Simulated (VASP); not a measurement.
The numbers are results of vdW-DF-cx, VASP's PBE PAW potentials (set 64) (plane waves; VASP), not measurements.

VASP ran on this input.

File POSCAR:
```
Pb
1
    0.0000000000     2.4916009078     2.4916009078
    2.4916009078     0.0000000000     2.4916009078
    2.4916009078     2.4916009078     0.0000000000
Pb
1
Direct
  0.0000000000   0.0000000000   0.0000000000
```

KPOINTS:
```
Automatic mesh
0
Gamma
13 13 13
0 0 0
```

### INCAR
```
# general
SYSTEM   = Pb
PREC     = Accurate
ENCUT    = 520   # plane-wave cut-off (eV)
LREAL    = .False.   # projection in real space or not
LASPH    = .True.

# electronic loop
EDIFF    = 1E-7   # SCF stop (eV)
NELM     = 100
ALGO     = Normal   # blocked Davidson
LMAXMIX  = 4

# smearing
ISMEAR   = 1
SIGMA    = 0.1   # width (eV)

# functional
GGA      = CX
LUSE_VDW = .True.
AGGAC    = 0.0

# ions
ISIF     = 2

# output
LWAVE    = .False.
LCHARG   = .False.
```

POTCAR, in this order: Pb_d (PBE.64 set). Program: vasp_std.

Unless said otherwise, spin-orbit coupling is left out, though it shifts the bands of the heavy elements here.

Problem. Predict the energy per atom (σ→0), pressure, band gap (on the k-mesh).

Solution. 
```
Quantity                                                     Value
------------------------  ----------------------------------------
energy per atom (σ→0)                               -0.541 eV/atom
band gap (on the k-mesh)  none (metal, semimetal or under 0.01 eV)
pressure                                                 -1.23 GPa
```

### OSZICAR
```
...
DAV:   5    -0.554267823984E+00   -0.48550E-02   -0.48548E-02  2339   0.267E+00    0.528E-01
DAV:   6    -0.543632708163E+00    0.10635E-01   -0.17298E-02  2263   0.246E+00    0.252E-01
DAV:   7    -0.541054289388E+00    0.25784E-02   -0.71528E-03  2211   0.150E+00    0.822E-02
DAV:   8    -0.540932517997E+00    0.12177E-03   -0.39631E-04  2475   0.400E-01    0.118E-02
DAV:   9    -0.540928690043E+00    0.38280E-05   -0.12248E-05  2253   0.715E-02    0.519E-03
DAV:  10    -0.540928749354E+00   -0.59311E-07   -0.13366E-06  2013   0.116E-02    0.224E-04
DAV:  11    -0.540928731632E+00    0.17722E-07   -0.29939E-08  1242   0.195E-03
   1 F= -.54092873E+00 E0= -.54080604E+00  d E =-.368068E-03
```

The compound is Pb in the fcc structure. This cell is one point of a volume scan, at 1.03 of the reference volume.
